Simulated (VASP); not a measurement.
Given:

```
CELL_PARAMETERS angstrom
      3.37600     0.00000     0.00000
      0.00000     3.37600     0.00000
      0.00000     0.00000     3.37600
ATOMIC_POSITIONS crystal
  Ti 0.00000 0.00000 0.00000
  Te 0.50000 0.50000 0.50000
```

Method: PBEsol GGA, VASP's PBE PAW potentials (set 64) (plane waves; VASP). Numerical set-up: 400 eV cut-off, Gaussian smearing of 0.050 eV, potentials Ti_sv Te.

**Question.** Give the energies of bands 6 to 12 at the high-symmetry points, in eV from the Fermi level.

**Answer.** 
```csv
band,Γ,X,M,R
6,-1.67,-7.71,-5.77,-5.78
7,-1.67,-2.01,-5.77,-5.78
8,-1.03,-2.01,-1.99,-5.78
9,-1.03,-0.97,0.16,1.50
10,-1.03,1.18,0.16,1.50
11,1.09,1.86,1.23,1.50
12,1.09,4.03,1.31,2.00
```

It has no gap at this level: it comes out as a metal or semimetal.

The structure was generated: TiTe was put into the CsCl type type (Pm-3m), which need not be its known phase. It was relaxed first, which changed the volume by -34 %.
